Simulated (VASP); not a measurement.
Input:

```xyz
2
Lattice="0.0000 2.1800 2.1800 2.1800 0.0000 2.1800 2.1800 2.1800 0.0000" Properties=species:S:1:pos:R:3 pbc="T T T"
Si     0.0000     0.0000     0.0000
C      1.0900     1.0900     1.0900
```

These are LDA (Ceperley-Alder, Perdew-Zunger), VASP's LDA PAW potentials (set 64) (plane waves; VASP 6.6.1) values and carry that method's errors. Run with 400 eV cut-off, 10×10×10 Γ-centred mesh, Fermi-Dirac smearing of 0.010 eV, potentials Si C.

Give the energies of bands 2 to 6 at the high-symmetry points, in eV from the valence-band maximum.

```json
[
 {"band": "2", "Γ": "0.00", "X": "-7.82", "U": "-7.28", "L": "-8.55", "W": "-7.03"},
 {"band": "3", "Γ": "0.00", "X": "-3.20", "U": "-5.57", "L": "-1.06", "W": "-5.02"},
 {"band": "4", "Γ": "0.00", "X": "-3.20", "U": "-2.60", "L": "-1.06", "W": "-4.71"},
 {"band": "5", "Γ": "6.26", "X": "1.30", "U": "3.03", "L": "5.37", "W": "5.13"},
 {"band": "6", "Γ": "7.18", "X": "4.18", "U": "7.64", "L": "7.12", "W": "9.33"}
]
```

The gap is indirect, 1.30 eV, from the valence maximum at Γ to the conduction minimum at X.

The structure is a typed SiC crystal. The cell was not relaxed at this level.
